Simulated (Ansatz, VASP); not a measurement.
**CsRe in VASP and in Ansatz**

File INCAR:

```
PREC = Accurate
ENCUT = 600
EDIFF = 1E-7
ISMEAR = -1
SIGMA = 0.05
LREAL = False
LASPH = True
NELM = 60
ALGO = Fast
ISIF = 2
LWAVE = False
LCHARG = False
LMAXMIX = 4
GGA = PE
NBANDS = 19
```

The input KPOINTS:

```
regular mesh
0
Gamma
  7 7 7
```

Contents of POSCAR:

```
CsRe
1.0
    0.0000000000      3.4223023900      3.4223023900
    3.4223023900      0.0000000000      3.4223023900
    3.4223023900      3.4223023900      0.0000000000
Cs Re
1 1
Direct
    0.2500000000      0.2500000000      0.2500000000
    0.5000000000      0.5000000000      0.5000000000
```

KPOINTS_OPT

```
path GXWKGLUWLK,UX
20
line-mode
reciprocal
 0.0000000000  0.0000000000  0.0000000000  G
 0.5000000000  0.0000000000  0.5000000000  X

 0.5000000000  0.0000000000  0.5000000000  X
 0.5000000000  0.2500000000  0.7500000000  W

 0.5000000000  0.2500000000  0.7500000000  W
 0.3750000000  0.3750000000  0.7500000000  K

 0.3750000000  0.3750000000  0.7500000000  K
 0.0000000000  0.0000000000  0.0000000000  G

 0.0000000000  0.0000000000  0.0000000000  G
 0.5000000000  0.5000000000  0.5000000000  L

 0.5000000000  0.5000000000  0.5000000000  L
 0.6250000000  0.2500000000  0.6250000000  U

 0.6250000000  0.2500000000  0.6250000000  U
 0.5000000000  0.2500000000  0.7500000000  W

 0.5000000000  0.2500000000  0.7500000000  W
 0.5000000000  0.5000000000  0.5000000000  L

 0.5000000000  0.5000000000  0.5000000000  L
 0.3750000000  0.3750000000  0.7500000000  K

 0.6250000000  0.2500000000  0.6250000000  U
 0.5000000000  0.0000000000  0.5000000000  X
```

input.yaml

```yaml
crystal:
  lattice:
    - [0.0, 3.42230239, 3.42230239]
    - [3.42230239, 0.0, 3.42230239]
    - [3.42230239, 3.42230239, 0.0]
  atoms:
    - { symbol: Cs, position: [0.25, 0.25, 0.25] }
    - { symbol: Re, position: [0.5, 0.5, 0.5] }
hamiltonian:
  xc: pbe
  pseudopotentials: { kind: paw }
kpoints:
  mp_grid: { grid: [7, 7, 7] }
  band_path:
    path:
      - [[0.0, 0.0, 0.0], [0.5, 0.0, 0.5], [0.5, 0.25, 0.75], [0.375, 0.375, 0.75], [0.0, 0.0, 0.0], [0.5, 0.5, 0.5], [0.625, 0.25, 0.625], [0.5, 0.25, 0.75], [0.5, 0.5, 0.5], [0.375, 0.375, 0.75]]
      - [[0.625, 0.25, 0.625], [0.5, 0.0, 0.5]]
    npoints: 14
scf:
  occupations: { method: fermi_dirac, width: 0.05 }
  n_extra_bands: 6
output:
  forces: true
  stress: true
  eigenvalues: true
  fatbands: false
```

The cell was built by a generator and needn't be a form met in nature.

Alike in both runs: task band structure; functional PBE; k mesh 7 × 7 × 7; occupations fermi-dirac, width 0.05 eV; no spin polarisation.

|  | VASP | Ansatz |
| --- | --- | --- |
| version | VASP 6.6.1 | Ansatz 0.2.0 |
| potentials or method | VASP PAW PBE potentials, release 64 (Cs_sv_GW, Re_sv_GW) | Ansatz PAW |
| plane-wave cutoff (eV) | 600 | 420 |
| valence electrons in the cell | 24 | 24 |

|  | VASP | Ansatz | Ansatz less VASP |
| --- | --- | --- | --- |
| gap on the k mesh at the Fermi level (eV) | none | none | - |
| pressure (GPa) | -1.6 | -1.5 | +0.10 |

A gap of «none» marks a metal or a gap that the smearing closes. The functional is the same, so the differences come from potentials, cutoffs and numerics.

Caveats: spin-orbit coupling is left out, which moves the levels of the heavy elements.
